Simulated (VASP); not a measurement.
```
AgBr
1.0
    4.01212     0.00000     0.00000
    0.00000     5.67400     0.00000
    0.00000     0.00000    26.78680
Ag Br
6 6
Direct
  0.00000   0.00000   0.31278
  0.50000   0.50000   0.38766
  0.00000   0.00000   0.46255
  0.50000   0.50000   0.53744
  0.00000   0.00000   0.61233
  0.50000   0.50000   0.68722
  0.50000   0.00000   0.38766
  0.00000   0.50000   0.31278
  0.50000   0.00000   0.53744
  0.00000   0.50000   0.46255
  0.50000   0.00000   0.68722
  0.00000   0.50000   0.61233
```

The numbers are results of PBEsol GGA, VASP's PBE PAW potentials (set 64) (plane waves; VASP), not measurements. Numerical set-up: PREC = Normal, EDIFF = 1E-5, 400 eV cut-off, 5×4×1 Γ-centred mesh, Gaussian smearing of 0.050 eV, potentials Ag Br.

Question: The ions are relaxed. Which structure does the run end with?

Answer: 
```
AgBr
1.0
    4.01212     0.00000     0.00000
    0.00000     5.67400     0.00000
    0.00000     0.00000    26.78680
Ag Br
6 6
Direct
  0.00000   0.00000   0.32427
  0.50000   0.50000   0.37958
  0.00000   0.00000   0.46867
  0.50000   0.50000   0.53133
  0.00000   0.00000   0.62042
  0.50000   0.50000   0.67573
  0.50000   0.00000   0.39187
  0.00000   0.50000   0.30934
  0.50000   0.00000   0.54068
  0.00000   0.50000   0.45932
  0.50000   0.00000   0.69066
  0.00000   0.50000   0.60813
```

Question: How much energy does the relaxation gain?

Answer: The energy (σ→0) changes by -12.3 meV/atom, in 14 ionic steps.

| step | E(σ→0) (eV) | max force (eV/Å) | pressure (GPa) | volume (Å³) |
|---|---|---|---|---|
| 1 | -33.0634 | 0.404 | -0.77 | 609.80 |
| 2 | -33.0873 | 0.358 | -0.75 | 609.80 |
| 3 | -33.1367 | 0.199 | -0.62 | 609.80 |
| 4 | -33.1148 | 0.475 | -0.25 | 609.80 |
| 5 | -33.1487 | 0.167 | -0.50 | 609.80 |
| 6 | -33.1573 | 0.132 | -0.50 | 609.80 |
| 7 | -33.1738 | 0.089 | -0.44 | 609.80 |
| 8 | -33.1663 | 0.239 | -0.31 | 609.80 |
| 9 | -33.1774 | 0.140 | -0.40 | 609.80 |
| 10 | -33.1868 | 0.129 | -0.40 | 609.80 |
| 11 | -33.2024 | 0.092 | -0.40 | 609.80 |
| 12 | -33.2033 | 0.079 | -0.41 | 609.80 |
| 13 | -33.2097 | 0.035 | -0.39 | 609.80 |
| 14 | -33.2110 | 0.018 | -0.39 | 609.80 |

The cell is a thin slab with vacuum, built from AgBr (rock salt): (110) face.
